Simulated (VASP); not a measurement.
All values below come from PBE GGA, VASP's PBE PAW potentials (set 64) (plane waves; VASP).

Input for VASP

POSCAR:
```
Ti2C
1
    4.1048450000     0.0000000000     0.0000000000
    0.0000000000     4.1048450000     0.0000000000
    0.0000000000     0.0000000000     6.2633620000
Ti C
4 2
Direct
  0.0000000000   0.0000000000   0.0000000000
  0.5000000000   0.5000000000   0.0000000000
  0.5000000000   0.0000000000   0.2700000000
  0.0000000000   0.5000000000   0.7300000000
  0.5000000000   0.0000000000   0.7000000000
  0.0000000000   0.5000000000   0.3000000000
```

KPOINTS:
```
Automatic mesh
0
Gamma
5 5 3
0 0 0
```

### INCAR
```
LREAL = .FALSE.
EDIFF = 1E-6
SYSTEM = Ti2C
LMAXMIX = 4
GGA = PE   # PBE
ISIF = 2
ISMEAR = -1   # Fermi-Dirac
SIGMA = 0.1   # width (eV)
LASPH = .TRUE.   # aspherical one-centre terms
LCHARG = .FALSE.
LWAVE = .FALSE.
ENCUT = 400
PREC = Accurate
ALGO = Normal   # blocked Davidson
NELM = 100   # most electronic steps
```

POTCAR, in this order: Ti_sv C (PBE.64 set). Program: vasp_std.

What VASP printed:

OSZICAR:
```
       N       E                     dE             d eps       ncg     rms          rms(c)
DAV:   1     0.638450301566E+03    0.63845E+03   -0.25083E+04   792   0.167E+03
DAV:   2     0.421995761164E+02   -0.59625E+03   -0.59060E+03   792   0.529E+02
DAV:   3    -0.412219662254E+02   -0.83422E+02   -0.82466E+02  1378   0.169E+02
DAV:   4    -0.505481494795E+02   -0.93262E+01   -0.92707E+01  1248   0.492E+01
DAV:   5    -0.511241750654E+02   -0.57603E+00   -0.57404E+00  1288   0.112E+01    0.194E+01
DAV:   6    -0.509173915219E+02    0.20678E+00   -0.17904E+02  1216   0.694E+01    0.281E+01
DAV:   7    -0.448066014092E+02    0.61108E+01   -0.18132E+02  1088   0.529E+01    0.128E+01
DAV:   8    -0.427232375138E+02    0.20834E+01   -0.19374E+01  1052   0.210E+01    0.638E+00
DAV:   9    -0.420259176778E+02    0.69732E+00   -0.46887E+00  1192   0.176E+01    0.189E+00
DAV:  10    -0.420556999456E+02   -0.29782E-01   -0.53576E-01  1096   0.591E+00    0.111E+00
DAV:  11    -0.420582013760E+02   -0.25014E-02   -0.53173E-02  1232   0.207E+00    0.491E-01
DAV:  12    -0.420602661050E+02   -0.20647E-02   -0.90630E-03  1032   0.703E-01    0.154E-01
DAV:  13    -0.420599372484E+02    0.32886E-03   -0.20680E-03  1104   0.306E-01    0.690E-02
DAV:  14    -0.420599607555E+02   -0.23507E-04   -0.24409E-04  1248   0.929E-02    0.175E-02
DAV:  15    -0.420599703180E+02   -0.95624E-05   -0.12443E-04  1160   0.746E-02    0.283E-02
DAV:  16    -0.420599583498E+02    0.11968E-04   -0.94057E-05  1096   0.563E-02    0.395E-03
DAV:  17    -0.420599584509E+02   -0.10111E-06   -0.34635E-06   800   0.133E-02
   1 F= -.42059958E+02 E0= -.41905944E+02  d E =-.308029E+00
```

OUTCAR:
```
------------------------ aborting loop because EDIFF is reached ----------------------------------------
  FORCE on cell =-STRESS in cart. coord.  units (eV):
  Direction    XX          YY          ZZ          XY          YZ          ZX
  --------------------------------------------------------------------------------------
  Total      -15.2101105    -15.2101105     -6.4878097      0.0000000      0.0000000      0.0000000
  in kB     -230.9095592   -230.9095592    -98.4935176      0.0000000      0.0000000      0.0000000
  external PRESSURE =    -186.7708787 kB  Pullay stress =       0.0000000 kB
  volume of cell :      105.54
      direct lattice vectors                 reciprocal lattice vectors
     4.104845000  0.000000000  0.000000000     0.243614558  0.000000000  0.000000000
     0.000000000  4.104845000  0.000000000     0.000000000  0.243614558  0.000000000
     0.000000000  0.000000000  6.263362000     0.000000000  0.000000000  0.159658663
 POSITION                                       TOTAL-FORCE (eV/Angst)
 -----------------------------------------------------------------------------------
      0.00000      0.00000      0.00000         0.000000     -0.000000      0.000000
      2.05242      2.05242      0.00000         0.000000      0.000000      0.000000
      2.05242      0.00000      1.69111         0.000000      0.000000      5.155689
      0.00000      2.05242      4.57225         0.000000     -0.000000     -5.155689
      2.05242      0.00000      4.38435         0.000000     -0.000000      1.782621
      0.00000      2.05242      1.87901         0.000000      0.000000     -1.782621
 -----------------------------------------------------------------------------------
    total drift:                                0.000000      0.000000      0.000000
  FREE ENERGIE OF THE ION-ELECTRON SYSTEM (eV)
  ---------------------------------------------------
  free  energy   TOTEN  =       -42.0599584509 eV

  energy  without entropy=      -41.7519299452  energy(sigma->0) =      -41.90594420
```
(Selected blocks of OUTCAR.)

At this cut-off the stress carries a Pulay error, which pulls relaxed volumes low.

The structure was generated: Ti2C was put into an ordered model structure, which need not be its known phase. The cell was not relaxed at this level. The k-mesh is coarse (spacing up to 0.33 per Å, 2π included), so the numbers may not be converged in it.
